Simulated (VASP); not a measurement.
Input:

```
CELL_PARAMETERS angstrom
      2.44769     0.00000     0.00000
     -1.22385     2.11976     0.00000
      0.00000     0.00000     6.60033
ATOMIC_POSITIONS crystal
  C  0.00000 0.00000 0.25000
  C  0.00000 0.00000 0.75000
  C  0.33333 0.66667 0.25000
  C  0.66667 0.33333 0.75000
```

Method: LDA (Ceperley-Alder, Perdew-Zunger), VASP's LDA PAW potentials (set 64) (plane waves; VASP). Settings: 520 eV cut-off, 9×9×3 Γ-centred mesh, Gaussian smearing of 0.050 eV, potentials C.

Q: Estimate the energy per atom (σ→0), band gap (on the k-mesh) with the smallest direct gap where there is one.

A: 
band gap (on the k-mesh): none (metal, semimetal or under 0.01 eV)
energy per atom (σ→0): -10107 meV/atom

Total energies compare only between runs with the same potentials, cut-off and functional.

The structure comes from a computed database's C entry (P6_3/mmc); how it stands against other phases isn't given here. It was relaxed first, which changed the volume by -17 %. The k-mesh is coarse (spacing up to 0.33 per Å, 2π included), so the numbers may not be converged in it. The start is the result of an earlier pass.
